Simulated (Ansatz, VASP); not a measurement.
# SnSe2 in two plane-wave programs, part 2 of 2

One calculation is typed for both programs; each brings its own data sets. How far apart do they land? The cell is taken from a series of runs on this material, whose earlier steps may have relaxed, scaled, displaced or heated it; both programs get it as it stands.

VASP 6.6.1 and Ansatz 0.2.0.

So far: Starting point; VASP: relaxation of cell and atoms, LDA.

## Step 3: Ansatz: relaxation of cell and atoms, LDA

Level of this step: Ansatz beside VASP: Kohn-Sham DFT, plane waves, LDA (Ansatz).

Ansatz runs on its PAW soft_1 files.

The same cell, functional (in two slightly different forms), mesh and smearing now go to Ansatz, which takes its cutoff from its data sets.

File input.yaml:

```yaml
crystal:
  lattice:
    - [3.7997660627, 0.0, 0.0]
    - [-1.8998830313, 3.2906939387, 0.0]
    - [0.0, 0.0, 5.8824157892]
  atoms:
    - { symbol: Sn, position: [0.0, 0.0, 0.0] }
    - { symbol: Se, position: [0.3333333333, 0.6666666667, 0.2680493278] }
    - { symbol: Se, position: [0.6666666667, 0.3333333333, 0.7319506722] }
kpoints:
  mp_grid: { grid: [12, 12, 6] }
hamiltonian:
  xc: lda
  pseudopotentials: { kind: paw, azcp: { folder: soft_1 }, xc_functional: pbe }
scf:
  occupations: { method: gaussian, width: 0.02 }
output:
  forces: true
  stress: true
  eigenvalues: true
  write_density: true
  write_potential: true
  elf: true
  volumetric_format: npy
relax:
  adjacent_minimum: "off"
  f_tol: 0.005
  max_steps: 80
  cell: { stress_tol: 0.05 }
```

Launch:

```bash
$ ansatz run input.yaml --threads 4 --pin off --max-ram 15360MiB --backend cpu --events-out ev --progress --plain --runs-dir out
```

Numbers of over 12 decimals in the logs are rounded to 6 here.

The log of the run:

```text
Engine: ansatz 0.2.0, aarch64-unknown-linux-gnu
Pseudopotentials: kind: paw
Pseudopotential: Sn, paw, valence charge 14, recommended cutoff 420 eV (normal), soft_1/Sn.paw.azcp
Pseudopotential: Se, paw, valence charge 16, recommended cutoff 420 eV (normal), soft_1/Se.paw.azcp
Functional definition: SPW92
  exchange = slater_x
  correlation = pw_c
Crystal: 3 atoms, lattice volume = 73.553 Å³
Basis set: ecut = 420 eV, 1435 PW (Γ)
Bands: 28, of which v1, the nominal top of the filled ones, is band 23 counted from 1 (22 counted from 0)
Symmetry: 12 space group operations
Space group: P-3m1 (ITA 164), of the structure as read, at distance tolerance 4.2e-5 Å
k-points: 100 of 864
Non-local potential: Sn, projectors of the file, l = 0: 2, l = 1: 2, l = 2: 2, l = 3: 1
Non-local potential: Se, projectors of the file, l = 0: 2, l = 1: 2, l = 2: 3, l = 3: 1
PAW form: soft (Blöchl's): semilocal exchange-correlation on the pseudo side does not see the compensation charge
PAW frozen core: Sn, regenerated for the run's functional, and the local potential with it (the file was generated under x = pbe(κ = 0.804, μ = 0.219515), c = pbe(β = 0.066725))
PAW frozen core: Se, regenerated for the run's functional, and the local potential with it (the file was generated under x = pbe(κ = 0.804, μ = 0.219515), c = pbe(β = 0.066725))
PAW one-centre angular grid: Sn, 590 points (default); XC on 64 Gauss nodes
PAW one-centre angular grid: Se, 590 points (default); XC on 64 Gauss nodes
Initial density: superposition of atomic densities (chi_scale 0.1, normalization cell, long waves kept (reshape's long-wave potential 0.07 eV rms))
Initial wavefunctions: pseudopotential atomic-orbital guess
Functional: x = slater, c = lda
SCF iter   1: F=—  HF=-16647.562581 eV  |F-HF|=—  |Δ(HF+E_count)|=         —  Δρ=3.14e-2  dr2=1.65e0  ethr=3.10e-3  ⟨swp⟩=7.1  Hψ=12855  notcnv=0
preconditioner: auto → Resta (q_TF=auto, 2.523 Å⁻¹)  ε∞=4.0  [insulator: Δε(μ)=0.067 eV  Ē_g=9.919 eV  σ=0.020 eV  W_gap=0.98  n_scr=22 (ndim 8)  ℏωp=17.3 eV  f_vac=0.018  D(μ)=0.05/eV (n_scr^D=0)  ε∞_Penn≈4.0]
SCF iter   2: F=—  HF=-16647.178013 eV  |F-HF|=—  |Δ(HF+E_count)|=   3.85e-1  Δρ=1.54e-2  dr2=2.32e-1  ethr=3.10e-3  ⟨swp⟩=2.1  Hψ=4053  notcnv=0  defer=99
SCF iter   3: F=—  HF=-16647.108216 eV  |F-HF|=—  |Δ(HF+E_count)|=   6.98e-2  Δρ=4.66e-3  dr2=1.39e-2  ethr=5.04e-4  ⟨swp⟩=2.2  Hψ=3606  notcnv=0  defer=99
SCF iter   4: F=—  HF=-16647.104666 eV  |F-HF|=—  |Δ(HF+E_count)|=   3.55e-3  Δρ=9.77e-4  dr2=1.04e-3  ethr=3.02e-5  ⟨swp⟩=2.2  Hψ=5423  notcnv=0  defer=99
SCF iter   5: F=—  HF=-16647.104381 eV  |F-HF|=—  |Δ(HF+E_count)|=   2.85e-4  Δρ=4.22e-4  dr2=1.23e-4  ethr=2.26e-6  ⟨swp⟩=2.0  Hψ=5291  notcnv=0  defer=99
SCF iter   6: F=—  HF=-16647.104418 eV  |F-HF|=—  |Δ(HF+E_count)|=   3.73e-5  Δρ=1.06e-4  dr2=8.83e-6  ethr=2.67e-7  ⟨swp⟩=2.5  Hψ=5041  notcnv=0  defer=99
SCF iter   7: F=—  HF=-16647.104422 eV  |F-HF|=—  |Δ(HF+E_count)|=   4.40e-6  Δρ=2.59e-5  dr2=4.44e-7  ethr=1.92e-8  ⟨swp⟩=3.0  Hψ=5100  notcnv=0  defer=99
SCF iter   8: F=-16647.104423 eV  HF=-16647.104423 eV  |F-HF|=6.15e-9  |Δ(HF+E_count)|=   3.28e-7  Δρ=4.67e-6  dr2=2.73e-8  ethr=2.17e-10  ⟨swp⟩=15.0  Hψ=20464  notcnv=0
SCF 1 converged in 8 iterations: F = -16647.104423 eV  dr2 = 2.73e-8
  greatest PAW one-centre occupation: 1.000 electrons in one spin orbital (limit 2), on the Se atom at site 2 (counted from 0), in its partial waves of l = 2
relax step   1: F+E_penalty+E_count = -16647.10442260 eV  Δ(F+E_penalty+E_count) = +0.000e0 eV  max|allowed force component| = 3.203e-3 eV/Å  Δτ_max = 0.0000 Å  P = +0.032 GPa  Ω = 73.553 Å³  (8 SCF iters, dr2 threshold 1.00e-7 eV, accepted)
Initial density: handed on by an earlier stage of this run
Initial wavefunctions: pseudopotential atomic-orbital guess (no wavefunctions were taken with the density)
iter 1 solved again at ethr=1.27e-7 eV; its pass at ethr=3.10e-3 eV (dr2=5.83e-5 eV) is discarded
SCF iter   1: F=—  HF=-16647.104424 eV  |F-HF|=—  |Δ(HF+E_count)|=         —  Δρ=4.67e-6  dr2=2.64e-8  ethr=1.27e-7  ⟨swp⟩=3.1  Hψ=20902  notcnv=0
preconditioner: auto → Resta (q_TF=auto, 2.523 Å⁻¹)  ε∞=2.9  [insulator: Δε(μ)=0.156 eV  Ē_g=16.069 eV  σ=0.020 eV  W_gap=1.00  n_scr=22 (ndim 8)  ℏωp=22.1 eV  f_vac=0.034  D(μ)=0.00/eV (n_scr^D=0)  ε∞_Penn≈2.9]
SCF iter   2: F=—  HF=-16647.104423 eV  |F-HF|=—  |Δ(HF+E_count)|=   1.32e-6  Δρ=2.88e-6  dr2=1.03e-8  ethr=5.75e-11  ⟨swp⟩=2.8  Hψ=5207  notcnv=0
SCF iter   3: F=—  HF=-16647.104423 eV  |F-HF|=—  |Δ(HF+E_count)|=   6.21e-9  Δρ=9.50e-7  dr2=1.14e-9  ethr=2.24e-11  ⟨swp⟩=2.0  Hψ=3326  notcnv=0
SCF iter   4: F=—  HF=-16647.104423 eV  |F-HF|=—  |Δ(HF+E_count)|=  1.75e-10  Δρ=2.50e-7  dr2=3.81e-11  ethr=2.49e-12  ⟨swp⟩=3.0  Hψ=4944  notcnv=0
SCF iter   5: F=-16647.104423 eV  HF=-16647.104423 eV  |F-HF|=3.64e-12  |Δ(HF+E_count)|=  7.28e-12  Δρ=5.78e-8  dr2=2.90e-12  ethr=1.00e-12  ⟨swp⟩=6.1  Hψ=13000  notcnv=0
SCF 2 converged in 5 iterations: F = -16647.104423 eV  dr2 = 2.90e-12
relax step   2: F+E_penalty+E_count = -16647.10442260 eV  Δ(F+E_penalty+E_count) = -5.955e-9 eV  max|allowed force component| = 3.212e-3 eV/Å  Δτ_max = 0.0000 Å  P = +0.032 GPa  Ω = 73.553 Å³  stress off target by 3.48e-2 GPa  SCF on the basis re-selected at this cell (its energy is not comparable with the rows above)  (5 SCF iters)
basis re-selected at this cell: Δ(F+E_penalty+E_count) = -5.955e-9 eV, ΔP = -0.000 GPa vs the last step (what re-selecting the basis moved, of the pressure what is left beyond the Pulay correction that the steps carried, after the strain that the cell walked since its last selection, with what the two solves' SCF thresholds leave and, on support functions, any second-order correction that the steps lacked; it is no m [...]
SCF converged after 5 iterations
Free energy (F): -16647.104423 eV
Harris-Foulkes:  -16647.104423 eV  (|F-HF|=3.64e-12)
Internal energy: -16647.104423 eV  (E = F + TS)
E sigma→0 (E₀):  -16647.104423 eV
Fermi energy:    8.658857 eV
--- Per-component energies (eV) ---
  E_band       = -854.361543
  E_kinetic    = 393.078355
  E_local      = -6348.782082  (includes V_loc(G=0)·N_el)
  E_nonlocal   = -550.890899
  E_hartree    = 3316.021973
  E_xc         = -294.701637
  E_vxc        = -262.619513  (∫ρ·V_xc dr)
  E_paw        = -8318.931895  (= ΣΔE_a)
  E_vpaw       = -717.190881  (= ΣTr[D̂ρ^β])
  E_aug_tail   = -0.000516  (compensation charges beyond the density's cutoff)
  E_ewald      = -4847.757331
  E_core_change = 4.859611  (= ΣΔE_core)
  E_smearing   = -0.000000  (= −TS)
  E_closure    = -0.000000  (closes the sum)
  Σ components = -16647.104423   (vs F -16647.104423, Δ=0.00e0)
--- Forces (eV/Å), atoms counted from 1 ---
  atom   1  Sn     0.00000000     0.00000000     0.00000000
  atom   2  Se    -0.00000000     0.00000000    -0.00321235
  atom   3  Se     0.00000000    -0.00000000     0.00321235
  max |Σ_I F_I| component: 1.16e-18 eV/Å
--- Stress (GPa, compression-positive) ---
        0.030337       0.000000      -0.000000
        0.000000       0.030337       0.000000
       -0.000000       0.000000       0.034774
  P = ⅓ Tr σ = 0.0318 GPa (0.318 kbar)
--- Band table (eV; the first three rows and the last of 100) ---
  k-point 0: bands = [... 19 lower, 7.7223, 7.8847, 7.8847, 8.4373, 9.1110, 11.2821, 12.9472, 12.9472, ... 1 higher]
  k-point 1: bands = [... 19 lower, 7.6400, 7.6400, 7.9959, 7.9959, 9.8476, 11.2908, 12.8264, 12.8264, ... 1 higher]
  k-point 2: bands = [... 19 lower, 7.5570, 7.5570, 8.1391, 8.1391, 10.5738, 11.2626, 12.5997, 12.5997, ... 1 higher]
  k-point 99: bands = [... 19 lower, 3.9010, 4.3808, 8.1210, 8.1210, 10.7733, 12.5644, 12.5644, 14.0692, ... 1 higher]
--- Relaxed structure (1 steps of the walk, 1 accepted, 1 SCFs on fresh bases) ---
  F+E_penalty+E_count = -16647.10442260 eV   max|allowed force component| = 3.212e-3 eV/Å   (the final SCF, on the basis selected at the relaxed cell)
  cell:  # Å, volume = 73.5529 Å³
    - [3.799766, -2.8867538722574367e-11, 0.0]
    - [-1.899883, 3.290694, 0.0]
    - [0.0, 0.0, 5.8824157892]
  atoms:
    - { symbol: Sn, position: [0.0, 0.0, 0.0] }
    - { symbol: Se, position: [0.333333, 0.666667, 0.268049] }
    - { symbol: Se, position: [0.666667, 0.333333, 0.731951] }
```

In the SCF lines HF is the Harris–Foulkes energy and dr2 the Hartree energy of the density residual, in eV; the loop may stop once dr2 is under the threshold and the program's other checks hold. Hψ counts applications of the Hamiltonian.

## Step 4: Differences

Known differences besides the potentials themselves: the two LDA forms differ slightly; the data sets hold 46 valence electrons in Ansatz (on its PAW soft_1 files) and 26 in VASP; the cutoff is 420 eV in Ansatz and 500 eV in VASP; VASP's log shows a relativistic correction to its local exchange, Ansatz's none; Ansatz adds a Pulay correction to the stress that steers its cell, VASP none. Total energies have different zeros and are not compared.

The two programs side by side:

| quantity | Ansatz | VASP | difference |
| --- | --- | --- | --- |
| volume (Å³) | 73.55 | 73.76 | -0.28 % |
| edge a after relaxation, in the typed setting (Å) | 3.800 | 3.803 | -0.09 % |
| edge c after relaxation, in the typed setting (Å) | 5.882 | 5.888 | -0.10 % |

## Step 5: Results

| Quantity | Value |
| --- | --- |
| difference in volume (relaxation of cell and atoms, LDA) | -0.28 % |

In words: The difference in volume is -0.28 % (relaxation of cell and atoms, LDA), within the 1.2 % picked in this series as the mark of a large difference, as far as the stopping tolerances let one tell. The data sets hold unlike numbers of valence electrons (46 in Ansatz and 26 in VASP), so part of the differences comes from the potentials. Such differences can come from data sets, numerical settings and the points named under the comparisons, not from the functional's error against experiment.

[Lines on the potential files, build, host, timing and source positions are cut from VASP's logs without a mark.]

[Logs are printed without paths, hosts, clocks, repeated set-up lines and the standing remarks that a program may print on its own settings, such as how far it seeks lower states.]

[Hosts, paths, dates, database ids (printed as entryN), source tags and the programs' standing remarks are cut or masked in the printed files.]
